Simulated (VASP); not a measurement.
These are PW91 GGA, VASP's PBE PAW potentials (set 64) (plane waves; VASP) values and carry that method's errors.

A VASP calculation is set up with these files.

### INCAR
```
ALGO=Normal
EDIFF=1E-7
ENCUT=520
GGA=91
ICHARG=11
ISMEAR=0
LASPH=.TRUE.
LCHARG=.FALSE.
LORBIT=11
LREAL=.FALSE.
LWAVE=.FALSE.
NELM=100
PREC=Accurate
SIGMA=0.05
SYSTEM=P
```

**KPOINTS**
```
k-points along high-symmetry lines
8
Line-mode
Reciprocal
  0.000000   0.000000   0.000000 ! GAMMA
 -0.500000   0.500000   0.000000 ! Y

 -0.500000   0.500000   0.000000 ! Y
 -0.274939   0.725061   0.000000 ! C_0

  0.274939   0.274939   0.000000 ! SIGMA_0
  0.000000   0.000000   0.000000 ! GAMMA

  0.000000   0.000000   0.000000 ! GAMMA
  0.000000   0.000000   0.500000 ! Z

  0.000000   0.000000   0.500000 ! Z
  0.274939   0.274939   0.500000 ! A_0

 -0.274939   0.725061   0.500000 ! E_0
 -0.500000   0.500000   0.500000 ! T

 -0.500000   0.500000   0.500000 ! T
 -0.500000   0.500000   0.000000 ! Y

  0.000000   0.000000   0.000000 ! GAMMA
  0.000000   0.500000   0.000000 ! S

  0.000000   0.500000   0.000000 ! S
  0.000000   0.500000   0.500000 ! R

  0.000000   0.500000   0.500000 ! R
  0.000000   0.000000   0.500000 ! Z

  0.000000   0.000000   0.500000 ! Z
 -0.500000   0.500000   0.500000 ! T
```

### POSCAR
```
P
1
    1.6599415370    -5.5194958583     0.0000000000
    1.6599415370     5.5194958583    -0.0000000000
    0.0000000000     0.0000000000     4.5257669642
P
4
Direct
  0.0961985266   0.9038014734   0.9146348808
  0.4038014734   0.5961985266   0.4146348808
  0.5961985266   0.4038014734   0.5853651192
  0.9038014734   0.0961985266   0.0853651192
```

POTCAR, in this order: P (PBE.64 set). Program: vasp_std. Read from the step before: CHGCAR.

What VASP printed:

File OSZICAR:
```
       N       E                     dE             d eps       ncg     rms          rms(c)
DAV:   1     0.676094852920E+02    0.67609E+02   -0.82790E+03  2464   0.119E+03
DAV:   2    -0.149732258548E+02   -0.82583E+02   -0.79720E+02  3232   0.175E+02
DAV:   3    -0.193582669020E+02   -0.43850E+01   -0.43498E+01  3352   0.432E+01
DAV:   4    -0.194274031037E+02   -0.69136E-01   -0.69043E-01  3172   0.616E+00
DAV:   5    -0.194290683892E+02   -0.16653E-02   -0.16647E-02  3458   0.859E-01
DAV:   6    -0.194291286500E+02   -0.60261E-04   -0.60256E-04  3312   0.143E-01
DAV:   7    -0.194291299157E+02   -0.12657E-05   -0.12665E-05  3482   0.189E-02
DAV:   8    -0.194291299613E+02   -0.45569E-07   -0.44633E-07  2690   0.303E-03
   1 F= -.19429130E+02 E0= -.19428510E+02  d E =-.123999E-02
```

OUTCAR:
```
 val. band max:        5.6391196270   @ k =  -0.5000   0.5000   0.0000

 cond. band min:       5.7086234673   @ k =  -0.5000   0.5000   0.0000



 k-point     1 :       0.0000    0.0000    0.0000
  band No.  band energies     occupation
      1      -9.9276      2.00000
      2      -7.1919      2.00000
      3      -4.0032      2.00000
      4      -0.9686      2.00000
      5       0.6714      2.00000
      6       0.8326      2.00000
      7       1.7198      2.00000
      8       2.9153      2.00000
      9       3.2125      2.00000
     10       4.4812      2.00000
     11       6.3408      0.00000
     12       6.7856      0.00000
     13       7.6189      0.00000
     14       8.4742      0.00000

 k-point     2 :      -0.0714    0.0714    0.0000
  band No.  band energies     occupation
      1      -9.9217      2.00000
      2      -7.2076      2.00000
      3      -3.9994      2.00000
      4      -0.9453      2.00000
      5       0.6425      2.00000
      6       0.8221      2.00000
      7       1.7147      2.00000
      8       2.9327      2.00000
      9       3.2209      2.00000
     10       4.5362      2.00000
     11       6.3628      0.00000
     12       6.7702      0.00000
     13       7.6333      0.00000
     14       8.4686      0.00000

 k-point     3 :      -0.1429    0.1429    0.0000
  band No.  band energies     occupation
      1      -9.9048      2.00000
      2      -7.2515      2.00000
      3      -3.9889      2.00000
      4      -0.8776      2.00000
      5       0.5644      2.00000
      6       0.7843      2.00000
      7       1.7005      2.00000
      8       2.9964      2.00000
      9       3.2438      2.00000
     10       4.6900      2.00000
     11       6.4071      0.00000
     12       6.7302      0.00000
     13       7.6703      0.00000
     14       8.4531      0.00000

 k-point     4 :      -0.2143    0.2143    0.0000
  band No.  band energies     occupation
      1      -9.8797      2.00000
...
```

The density is held fixed in this step, so its total energy and stress have no physical meaning. Without a dispersion term in the relaxation, distances and binding between the weakly bound layers, chains or molecules are unreliable, and so is what depends on them.

The compound is P in the black structure. It was relaxed first, which changed the volume by +9 %.
